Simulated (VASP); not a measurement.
Output of a VASP run:

File OSZICAR:
```
       N       E                     dE             d eps       ncg     rms          rms(c)
DAV:   1     0.763324315974E+03    0.76332E+03   -0.29181E+04   868   0.133E+03
DAV:   2    -0.554309052075E+01   -0.76887E+03   -0.75194E+03   843   0.459E+02
DAV:   3    -0.435758367292E+02   -0.38033E+02   -0.36214E+02   985   0.117E+02
DAV:   4    -0.451150209065E+02   -0.15392E+01   -0.14867E+01  1000   0.201E+01
DAV:   5    -0.451711962267E+02   -0.56175E-01   -0.55984E-01  1048   0.348E+00    0.247E+01
DAV:   6    -0.422289956836E+02    0.29422E+01   -0.14165E+01   923   0.187E+01    0.492E+00
DAV:   7    -0.420941398553E+02    0.13486E+00   -0.50021E-01   995   0.346E+00    0.212E+00
DAV:   8    -0.420460952227E+02    0.48045E-01   -0.84116E-02   923   0.146E+00    0.253E-01
DAV:   9    -0.420453692189E+02    0.72600E-03   -0.49586E-03  1018   0.413E-01    0.119E-01
DAV:  10    -0.420453007473E+02    0.68472E-04   -0.42906E-04   909   0.134E-01    0.442E-02
DAV:  11    -0.420452947786E+02    0.59687E-05   -0.31148E-05  1098   0.443E-02    0.687E-03
DAV:  12    -0.420452950511E+02   -0.27246E-06   -0.17643E-06   600   0.972E-03
   1 F= -.42045295E+02 E0= -.41918808E+02  d E =-.252973E+00
```

### OUTCAR
```
------------------------ aborting loop because EDIFF is reached ----------------------------------------
  FORCE on cell =-STRESS in cart. coord.  units (eV):
  Direction    XX          YY          ZZ          XY          YZ          ZX
  --------------------------------------------------------------------------------------
  Total      -10.0578860    -10.0578860    -10.0578860      0.0000000      0.0000000      0.0000000
  in kB     -142.2622919   -142.2622919   -142.2622919      0.0000000      0.0000000      0.0000000
  external PRESSURE =    -142.2622919 kB  Pullay stress =       0.0000000 kB
  volume of cell :      113.27
      direct lattice vectors                 reciprocal lattice vectors
     0.000000000  3.840306000  3.840306000    -0.130197958  0.130197958  0.130197958
     3.840306000  0.000000000  3.840306000     0.130197958 -0.130197958  0.130197958
     3.840306000  3.840306000  0.000000000     0.130197958  0.130197958 -0.130197958
 POSITION                                       TOTAL-FORCE (eV/Angst)
 -----------------------------------------------------------------------------------
      0.96008      0.96008      0.96008        -0.000000     -0.000000      0.000000
      0.96008      2.88023      2.88023        -0.000000     -0.000000      0.000000
      2.88023      0.96008      2.88023        -0.000000     -0.000000      0.000000
      2.88023      2.88023      0.96008        -0.000000     -0.000000      0.000000
      5.76046      5.76046      5.76046        -0.000000      0.000000      0.000000
      3.84031      3.84031      3.84031         0.000000     -0.000000     -0.000000
 -----------------------------------------------------------------------------------
    total drift:                                0.000000      0.000000      0.000000
  FREE ENERGIE OF THE ION-ELECTRON SYSTEM (eV)
  ---------------------------------------------------
  free  energy   TOTEN  =       -42.0452950511 eV

  energy  without entropy=      -41.7923217376  energy(sigma->0) =      -41.91880839
```
(Selected blocks of OUTCAR.)

**POSCAR**
```
NaTc2
1
    0.0000000000     3.8403060000     3.8403060000
    3.8403060000     0.0000000000     3.8403060000
    3.8403060000     3.8403060000     0.0000000000
Tc Na
4 2
Direct
  0.1250000000   0.1250000000   0.1250000000
  0.6250000000   0.1250000000   0.1250000000
  0.1250000000   0.6250000000   0.1250000000
  0.1250000000   0.1250000000   0.6250000000
  0.7500000000   0.7500000000   0.7500000000
  0.5000000000   0.5000000000   0.5000000000
```

Write an INCAR and KPOINTS that could have produced this output.

One answer among several that fit: the input of the run itself, PBEsol GGA, plane waves, VASP's PBE PAW potentials (set 64).

**KPOINTS**
```
Automatic mesh
0
Gamma
5 5 5
0 0 0
```

INCAR:
```
! general
SYSTEM  = NaTc2
PREC    = Accurate
ENCUT   = 300
LREAL   = F
LASPH   = T

! electronic loop
EDIFF   = 1E-6
NELM    = 100
ALGO    = Normal
LMAXMIX = 4

! smearing
ISMEAR  = -1
SIGMA   = 0.1

! functional
GGA     = PS

! ions
ISIF    = 2

! output
LWAVE   = F
LCHARG  = F
```

POTCAR, in this order: Tc_pv Na_pv (PBE.64 set). Program: vasp_std.

At this cut-off the stress carries a Pulay error, which pulls relaxed volumes low.

The structure was generated: NaTc2 was put into an ordered model structure, which need not be its known phase. The cell was not relaxed at this level. The run is one of a series of settings (GGA = PS against the base run), some of them coarse on purpose.
